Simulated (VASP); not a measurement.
VASP input:

### INCAR
```
! general
SYSTEM  = Tc
PREC    = Accurate
ENCUT   = 520
LREAL   = F
LASPH   = T

! electronic loop
EDIFF   = 1E-7
NELM    = 100
ALGO    = Normal
LMAXMIX = 4

! smearing
ISMEAR  = 1
SIGMA   = 0.1

! functional
GGA     = PE

! ions
IBRION  = 2
NSW     = 30
ISIF    = 4
EDIFFG  = -0.01

! output
LWAVE   = F
LCHARG  = F
```

File KPOINTS:
```
Automatic mesh
0
Gamma
15 15 8
0 0 0
```

File POSCAR:
```
Tc
1.0
  1.3461319326  -2.3315692901   0.0000000000
  1.3461319326   2.3315692901   0.0000000000
  0.0000000000   0.0000000000   4.3130923872
Tc
2
Cartesian
  1.3461319326   0.7771913177   1.0782730968
  1.3461319326  -0.7771913177   3.2348192904
```

POTCAR, in this order: Tc_pv (PBE.64 set). Program: vasp_std.

Write an equivalent input for Quantum ESPRESSO's pw.x.

One equivalent input (not run):
```
&CONTROL
  calculation = 'vc-relax'
  pseudo_dir = './pseudo'
  outdir = './out'
  tprnfor = .true.
  tstress = .true.
  nstep = 30
  forc_conv_thr = 0.00039
/
&SYSTEM
  ibrav = 0
  nat = 2
  ntyp = 1
  ecutwfc = 84
  occupations = 'smearing'
  smearing = 'methfessel-paxton'
  degauss = 0.00735
  input_dft = 'pbe'
/
&ELECTRONS
  conv_thr = 7.3e-09
  electron_maxstep = 100
/
&IONS
/
&CELL
  cell_dofree = 'shape'
/
ATOMIC_SPECIES
  Tc 97.907 Tc.upf
CELL_PARAMETERS angstrom
     1.3461319   -2.3315693    0.0000000
     1.3461319    2.3315693    0.0000000
     0.0000000    0.0000000    4.3130924
ATOMIC_POSITIONS crystal
  Tc   0.3333330  0.6666670  0.2500000
  Tc   0.6666670  0.3333330  0.7500000
K_POINTS automatic
  15 15 8 0 0 0
```
What does not carry over: the potentials are each code's own (VASP's PAW set, PseudoDojo norm-conserving files in pw.x), so ENCUT and ecutwfc are chosen apart and not converted; conv_thr bounds pw.x's estimated SCF error, while EDIFF bounds the energy change between steps; forc_conv_thr acts on force components and is met together with etot_conv_thr.

The compound is Tc in the hcp structure. This cell is one point of a volume scan, at 0.94 of the reference volume. Symmetry was kept, so distortions that lower it aren't found.
